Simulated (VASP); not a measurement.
These are PBE GGA, VASP's PBE PAW potentials (set 64) (plane waves; VASP 6.6.1) values and carry that method's errors.

A VASP calculation is set up with these files.

KPOINTS:
```
Automatic mesh
0
Gamma
 4 4 3
```

### POSCAR
```
VSi2
1
    4.2301840000     0.0000000000     0.0000000000
   -2.1150920000     3.6634470000     0.0000000000
    0.0000000000     0.0000000000     4.5802830000
V Si
1 2
Direct
  0.0068000000   0.0157450000  -0.0025570000
  0.3279280000   0.6665450000   0.4928150000
  0.6652720000   0.3177110000   0.5097420000
```

### INCAR
```
! general
SYSTEM  = VSi2
PREC    = Accurate
ENCUT   = 300
LREAL   = .FALSE.
LASPH   = .TRUE.   ! aspherical one-centre terms

! electronic loop
EDIFF   = 1E-6   ! SCF stop (eV)
NELM    = 100
ALGO    = Normal   ! blocked Davidson
LMAXMIX = 4   ! l cut-off of mixed one-centre charges

! smearing
ISMEAR  = -1
SIGMA   = 0.1

! functional
GGA     = PE   ! PBE

! spin
ISPIN   = 2
MAGMOM  = 2.0 2*0.0

! ions
IBRION  = 2   ! conjugate gradients
NSW     = 50   ! most ionic steps
ISIF    = 3   ! ions, shape and volume
EDIFFG  = -0.01   ! ionic stop

! output
LWAVE   = .FALSE.
LCHARG  = .FALSE.
LORBIT  = 11   ! lm-projected
```

POTCAR, in this order: V_sv Si (PBE.64 set). Program: vasp_std.

Output

**OSZICAR**
```
...
DAV:   5    -0.201767256381E+02    0.80887E-05   -0.84844E-05  1854   0.108E-01    0.293E-02
DAV:   6    -0.201767249827E+02    0.65546E-06   -0.10877E-05  1910   0.304E-02    0.723E-03
DAV:   7    -0.201767252458E+02   -0.26308E-06   -0.93776E-07   980   0.841E-03
  40 F= -.20176725E+02 E0= -.20152643E+02  d E =-.420706E-02  mag=     0.0000
       N       E                     dE             d eps       ncg     rms          rms(c)
DAV:   1    -0.201836804112E+02   -0.69554E-02   -0.34506E+00  1924   0.397E+01    0.173E+00
DAV:   2    -0.202027532216E+02   -0.19073E-01   -0.75572E-01  1854   0.811E+00    0.137E+00
DAV:   3    -0.201761861526E+02    0.26567E-01   -0.20115E-01  1812   0.360E+00    0.482E-01
DAV:   4    -0.201737171040E+02    0.24690E-02   -0.12838E-02  1728   0.118E+00    0.122E-01
DAV:   5    -0.201736704057E+02    0.46698E-04   -0.41120E-04  1854   0.235E-01    0.583E-02
DAV:   6    -0.201736641262E+02    0.62795E-05   -0.46745E-05  1938   0.604E-02    0.156E-02
DAV:   7    -0.201736647432E+02   -0.61697E-06   -0.43652E-06  1714   0.177E-02
  41 F= -.20173665E+02 E0= -.20149245E+02  d E =-.114656E-02  mag=     0.0000
       N       E                     dE             d eps       ncg     rms          rms(c)
DAV:   1    -0.201849349869E+02   -0.11271E-01   -0.21328E+00  1924   0.309E+01    0.133E+00
DAV:   2    -0.201959905123E+02   -0.11056E-01   -0.47447E-01  1826   0.638E+00    0.108E+00
DAV:   3    -0.201784938982E+02    0.17497E-01   -0.12535E-01  1784   0.280E+00    0.365E-01
DAV:   4    -0.201771119869E+02    0.13819E-02   -0.64167E-03  1770   0.855E-01    0.729E-02
DAV:   5    -0.201770909273E+02    0.21060E-04   -0.18235E-04  1854   0.157E-01    0.428E-02
DAV:   6    -0.201770828731E+02    0.80542E-05   -0.25955E-05  1882   0.484E-02    0.108E-02
DAV:   7    -0.201770826980E+02    0.17505E-06   -0.21966E-06  1528   0.128E-02
  42 F= -.20177083E+02 E0= -.20152976E+02  d E =-.456452E-02  mag=     0.0000
       N       E                     dE             d eps       ncg     rms          rms(c)
DAV:   1    -0.201790426622E+02   -0.19598E-02   -0.17167E-01  1952   0.889E+00    0.321E-01
DAV:   2    -0.201800662898E+02   -0.10236E-02   -0.31731E-02  1742   0.166E+00    0.260E-01
DAV:   3    -0.201790606503E+02    0.10056E-02   -0.71709E-03  1728   0.676E-01    0.865E-02
DAV:   4    -0.201789805299E+02    0.80120E-04   -0.42698E-04  1742   0.206E-01    0.191E-02
DAV:   5    -0.201789785578E+02    0.19721E-05   -0.16344E-05  1798   0.450E-02    0.122E-02
DAV:   6    -0.201789777468E+02    0.81100E-06   -0.17652E-06  1168   0.137E-02
  43 F= -.20178978E+02 E0= -.20154813E+02  d E =-.189505E-02  mag=     0.0000
       N       E                     dE             d eps       ncg     rms          rms(c)
DAV:   1    -0.201821377355E+02   -0.31592E-02   -0.15479E+00  1952   0.266E+01    0.960E-01
DAV:   2    -0.201920466281E+02   -0.99089E-02   -0.29783E-01  1756   0.506E+00    0.808E-01
DAV:   3    -0.201823382570E+02    0.97084E-02   -0.67398E-02  1742   0.207E+00    0.257E-01
DAV:   4    -0.201816230264E+02    0.71523E-03   -0.37844E-03  1770   0.616E-01    0.558E-02
DAV:   5    -0.201816081377E+02    0.14889E-04   -0.15818E-04  1784   0.139E-01    0.363E-02
DAV:   6    -0.201816036630E+02    0.44747E-05   -0.17836E-05  1910   0.421E-02    0.742E-03
DAV:   7    -0.201816037052E+02   -0.42250E-07   -0.12242E-06  1264   0.112E-02
  44 F= -.20181604E+02 E0= -.20157114E+02  d E =-.452101E-02  mag=     0.0000
       N       E                     dE             d eps       ncg     rms          rms(c)
DAV:   1    -0.201837950424E+02   -0.21914E-02   -0.22136E-01  1896   0.986E+00    0.412E-01
DAV:   2    -0.201839431284E+02   -0.14809E-03   -0.29847E-02  1686   0.179E+00    0.257E-01
DAV:   3    -0.201831013055E+02    0.84182E-03   -0.76158E-03  1770   0.694E-01    0.143E-01
DAV:   4    -0.201828550765E+02    0.24623E-03   -0.10110E-03  1756   0.332E-01    0.230E-02
DAV:   5    -0.201828522865E+02    0.27900E-05   -0.29338E-05  1798   0.715E-02    0.115E-02
DAV:   6    -0.201828516161E+02    0.67037E-06   -0.30280E-06  1388   0.220E-02
  45 F= -.20182852E+02 E0= -.20158540E+02  d E =-.124791E-02  mag=    -0.0000
       N       E                     dE             d eps       ncg     rms          rms(c)
DAV:   1    -0.201838230643E+02   -0.97078E-03   -0.15658E-01  1896   0.830E+00    0.347E-01
DAV:   2    -0.201839384700E+02   -0.11541E-03   -0.21263E-02  1672   0.150E+00    0.217E-01
DAV:   3    -0.201833345871E+02    0.60388E-03   -0.54149E-03  1786   0.586E-01    0.120E-01
DAV:   4    -0.201831614228E+02    0.17316E-03   -0.71005E-04  1784   0.279E-01    0.193E-02
DAV:   5    -0.201831595957E+02    0.18271E-05   -0.20707E-05  1742   0.601E-02    0.974E-03
DAV:   6    -0.201831592122E+02    0.38348E-06   -0.21401E-06  1312   0.187E-02
  46 F= -.20183159E+02 E0= -.20158988E+02  d E =-.155551E-02  mag=    -0.0000
       N       E                     dE             d eps       ncg     rms          rms(c)
DAV:   1    -0.201856760870E+02   -0.25165E-02   -0.16880E-01  1826   0.787E+00    0.423E-01
DAV:   2    -0.201852184821E+02    0.45760E-03   -0.27780E-02  1770   0.165E+00    0.276E-01
DAV:   3    -0.201841990308E+02    0.10195E-02   -0.86810E-03  1860   0.734E-01    0.148E-01
DAV:   4    -0.201839217545E+02    0.27728E-03   -0.11973E-03  1798   0.345E-01    0.241E-02
DAV:   5    -0.201839184501E+02    0.33044E-05   -0.30346E-05  1756   0.740E-02    0.117E-02
DAV:   6    -0.201839169363E+02    0.15138E-05   -0.30767E-06  1436   0.228E-02    0.255E-03
DAV:   7    -0.201839169495E+02   -0.13194E-07   -0.33209E-07   822   0.662E-03
  47 F= -.20183917E+02 E0= -.20159448E+02  d E =-.757737E-03  mag=     0.0000
       N       E                     dE             d eps       ncg     rms          rms(c)
DAV:   1    -0.201865160048E+02   -0.25991E-02   -0.21930E-01  1826   0.898E+00    0.481E-01
DAV:   2    -0.201859548496E+02    0.56116E-03   -0.36365E-02  1770   0.188E+00    0.317E-01
DAV:   3    -0.201846068242E+02    0.13480E-02   -0.11425E-02  1860   0.841E-01    0.168E-01
DAV:   4    -0.201842473392E+02    0.35949E-03   -0.15522E-03  1812   0.391E-01    0.273E-02
DAV:   5    -0.201842431221E+02    0.42171E-05   -0.39220E-05  1714   0.840E-02    0.133E-02
DAV:   6    -0.201842412331E+02    0.18890E-05   -0.40592E-06  1586   0.260E-02    0.291E-03
DAV:   7    -0.201842412542E+02   -0.21070E-07   -0.37463E-07   808   0.684E-03
  48 F= -.20184241E+02 E0= -.20159325E+02  d E =-.108204E-02  mag=    -0.0000
       N       E                     dE             d eps       ncg     rms          rms(c)
DAV:   1    -0.201868494090E+02   -0.26082E-02   -0.14532E-01  1812   0.709E+00    0.396E-01
DAV:   2    -0.201862899665E+02    0.55944E-03   -0.24096E-02  1812   0.150E+00    0.282E-01
DAV:   3    -0.201853115422E+02    0.97842E-03   -0.84861E-03  1856   0.718E-01    0.136E-01
DAV:   4    -0.201850631277E+02    0.24841E-03   -0.99127E-04  1812   0.313E-01    0.239E-02
DAV:   5    -0.201850599691E+02    0.31586E-05   -0.26280E-05  1826   0.588E-02    0.113E-02
DAV:   6    -0.201850596930E+02    0.27611E-06   -0.26142E-06  1742   0.151E-02
  49 F= -.20185060E+02 E0= -.20159555E+02  d E =-.818439E-03  mag=    -0.0000
       N       E                     dE             d eps       ncg     rms          rms(c)
DAV:   1    -0.201956417720E+02   -0.10582E-01   -0.75293E-01  1826   0.161E+01    0.903E-01
DAV:   2    -0.201929636429E+02    0.26781E-02   -0.12419E-01  1784   0.340E+00    0.650E-01
DAV:   3    -0.201878010972E+02    0.51625E-02   -0.44478E-02  1856   0.165E+00    0.313E-01
DAV:   4    -0.201864944628E+02    0.13066E-02   -0.51986E-03  1798   0.721E-01    0.558E-02
DAV:   5    -0.201864758464E+02    0.18616E-04   -0.14315E-04  1798   0.136E-01    0.266E-02
DAV:   6    -0.201864732090E+02    0.26374E-05   -0.14513E-05  1952   0.347E-02    0.802E-03
DAV:   7    -0.201864736690E+02   -0.45996E-06   -0.10850E-06   948   0.108E-02
  50 F= -.20186474E+02 E0= -.20159231E+02  d E =-.223241E-02  mag=    -0.0000
```

OUTCAR:
```
------------------------ aborting loop because EDIFF is reached ----------------------------------------
  FORCE on cell =-STRESS in cart. coord.  units (eV):
  Direction    XX          YY          ZZ          XY          YZ          ZX
  --------------------------------------------------------------------------------------
  Total        0.1921488      0.1758851      0.0435973     -0.0366343     -0.1272001     -0.0090104
  in kB        7.9231202      7.2524965      1.7977059     -1.5105904     -5.2450062     -0.3715380
  external PRESSURE =       5.6577742 kB  Pullay stress =       0.0000000 kB
  volume of cell :       38.86
      direct lattice vectors                 reciprocal lattice vectors
     4.047764061  0.002739157 -0.003978580     0.246971566  0.131500076  0.010764927
    -2.022726035  3.823579026 -0.301452501    -0.000156459  0.263188330  0.022019555
     0.002423414 -0.211369327  2.526405226     0.000370262  0.031610908  0.398463662
 POSITION                                       TOTAL-FORCE (eV/Angst)
 -----------------------------------------------------------------------------------
      0.00369     -0.15353      2.42602        -0.018196     -0.011105      0.092506
      0.00372      2.45324      0.98163        -0.031005      0.091874     -0.117585
      2.02247      1.10387      1.33973         0.049201     -0.080768      0.025080
 -----------------------------------------------------------------------------------
    total drift:                               -0.000010     -0.000583      0.000124
  FREE ENERGIE OF THE ION-ELECTRON SYSTEM (eV)
  ---------------------------------------------------
  free  energy   TOTEN  =       -20.1864736690 eV

  energy  without entropy=      -20.1319881099  energy(sigma->0) =      -20.15923089

 total charge

# of ion       s       p       d       tot
------------------------------------------
    1        2.258   6.200   3.193  11.651
    2        0.747   0.876   0.000   1.623
    3        0.748   0.886   0.000   1.634
--------------------------------------------------
tot          3.753   7.962   3.193  14.908

 magnetization (x)

# of ion       s       p       d       tot
------------------------------------------
    1       -0.000   0.000  -0.000  -0.000
    2       -0.000  -0.000   0.000  -0.000
    3       -0.000  -0.000   0.000  -0.000
--------------------------------------------------
tot         -0.000  -0.000  -0.000  -0.000
```
(Selected blocks of OUTCAR.)

### CONTCAR
```
VSi2
   1.00000000000000
     4.0477640611761343    0.0027391568937922   -0.0039785803370192
    -2.0227260348662757    3.8235790260415583   -0.3014525007615576
     0.0024234143215119   -0.2113693269901899    2.5264052257827494
  V               Si
     1     2
Direct
     0.0068372481313185    0.0130119228476057    0.9618279553836211
     0.3340877263734676    0.6672791530746202    0.4686936984895137
     0.6590750254952138    0.3197099240777784    0.5694783461268648
```

**stdout**
```
...
  47 F= -.20183917E+02 E0= -.20159448E+02  d E =-.757737E-03  mag=     0.0000
 trial-energy change:   -0.000758  1 .order   -0.000757   -0.000988   -0.000527
 step:   1.9193(harm=  1.9193)  dis= 0.01040  next Energy=   -20.184217 (dE=-0.106E-02)
 bond charge predicted
       N       E                     dE             d eps       ncg     rms          rms(c)
DAV:   1    -0.201865160048E+02   -0.25991E-02   -0.21930E-01  1826   0.898E+00    0.481E-01
DAV:   2    -0.201859548496E+02    0.56116E-03   -0.36365E-02  1770   0.188E+00    0.317E-01
DAV:   3    -0.201846068242E+02    0.13480E-02   -0.11425E-02  1860   0.841E-01    0.168E-01
DAV:   4    -0.201842473392E+02    0.35949E-03   -0.15522E-03  1812   0.391E-01    0.273E-02
DAV:   5    -0.201842431221E+02    0.42171E-05   -0.39220E-05  1714   0.840E-02    0.133E-02
DAV:   6    -0.201842412331E+02    0.18890E-05   -0.40592E-06  1586   0.260E-02    0.291E-03
DAV:   7    -0.201842412542E+02   -0.21070E-07   -0.37463E-07   808   0.684E-03
  48 F= -.20184241E+02 E0= -.20159325E+02  d E =-.108204E-02  mag=    -0.0000
 curvature:  -2.23 expect dE=-0.182E-02 dE for cont linesearch -0.123E-05
 trial: gam= 0.54453 g(F)=  0.356E-03 g(S)=  0.457E-03 ort = 0.376E-04 (trialstep = 0.110E+01)
 search vector abs. value=  0.161E-02
 bond charge predicted
       N       E                     dE             d eps       ncg     rms          rms(c)
DAV:   1    -0.201868494090E+02   -0.26082E-02   -0.14532E-01  1812   0.709E+00    0.396E-01
DAV:   2    -0.201862899665E+02    0.55944E-03   -0.24096E-02  1812   0.150E+00    0.282E-01
DAV:   3    -0.201853115422E+02    0.97842E-03   -0.84861E-03  1856   0.718E-01    0.136E-01
DAV:   4    -0.201850631277E+02    0.24841E-03   -0.99127E-04  1812   0.313E-01    0.239E-02
DAV:   5    -0.201850599691E+02    0.31586E-05   -0.26280E-05  1826   0.588E-02    0.113E-02
DAV:   6    -0.201850596930E+02    0.27611E-06   -0.26142E-06  1742   0.151E-02
  49 F= -.20185060E+02 E0= -.20159555E+02  d E =-.818439E-03  mag=    -0.0000
 trial-energy change:   -0.000818  1 .order   -0.000813   -0.000917   -0.000709
 step:   3.6079(harm=  4.8481)  dis= 0.01154  next Energy=   -20.185929 (dE=-0.169E-02)
 bond charge predicted
       N       E                     dE             d eps       ncg     rms          rms(c)
DAV:   1    -0.201956417720E+02   -0.10582E-01   -0.75293E-01  1826   0.161E+01    0.903E-01
DAV:   2    -0.201929636429E+02    0.26781E-02   -0.12419E-01  1784   0.340E+00    0.650E-01
DAV:   3    -0.201878010972E+02    0.51625E-02   -0.44478E-02  1856   0.165E+00    0.313E-01
DAV:   4    -0.201864944628E+02    0.13066E-02   -0.51986E-03  1798   0.721E-01    0.558E-02
DAV:   5    -0.201864758464E+02    0.18616E-04   -0.14315E-04  1798   0.136E-01    0.266E-02
DAV:   6    -0.201864732090E+02    0.26374E-05   -0.14513E-05  1952   0.347E-02    0.802E-03
DAV:   7    -0.201864736690E+02   -0.45996E-06   -0.10850E-06   948   0.108E-02
  50 F= -.20186474E+02 E0= -.20159231E+02  d E =-.223241E-02  mag=    -0.0000
 curvature:  -4.18 expect dE=-0.155E-01 dE for cont linesearch -0.802E-03
 ZBRENT: increasing intervall
 opt :   8.6218  next Energy=   -20.188823 (dE=-0.458E-02)
```

Convergence was not reached.

The run did not end as a converged relaxation. At this cut-off the stress carries a Pulay error, which pulls relaxed volumes low. Energy and stress use the plane-wave basis of the starting cell.

The structure was generated: VSi2 was put into an ordered model structure, which need not be its known phase. In the starting cell atoms are displaced from their ideal sites. This run relaxes it. The k-mesh is coarse (spacing up to 0.84 per Å, 2π included), so the numbers may not be converged in it. The run is one of a series of settings (EDIFFG = -0.01, IBRION = 2, ISIF = 3, NSW = 50 against the base run), some of them coarse on purpose.
